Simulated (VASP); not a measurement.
Given:

```xyz
1
Lattice="0.0000 2.5084 2.5084 2.5084 0.0000 2.5084 2.5084 2.5084 0.0000" Properties=species:S:1:pos:R:3 pbc="T T T"
Pb     0.0000     0.0000     0.0000
```

Method: optB86b-vdW, VASP's PBE PAW potentials (set 64) (plane waves; VASP 6.6.1). Run with 520 eV cut-off, 13×13×13 Γ-centred mesh, first-order Methfessel-Paxton smearing of 0.10 eV, potentials Pb_d.

Q: Give the stress tensor in GPa (positive for a compressed cell).

A: 
```
-1.07   0.00   0.00
 0.00  -1.07   0.00
 0.00   0.00  -1.07
```
The pressure is its mean diagonal, -1.07 GPa.

The compound is Pb in the fcc structure. This cell is one point of a volume scan, at 1.03 of the reference volume.
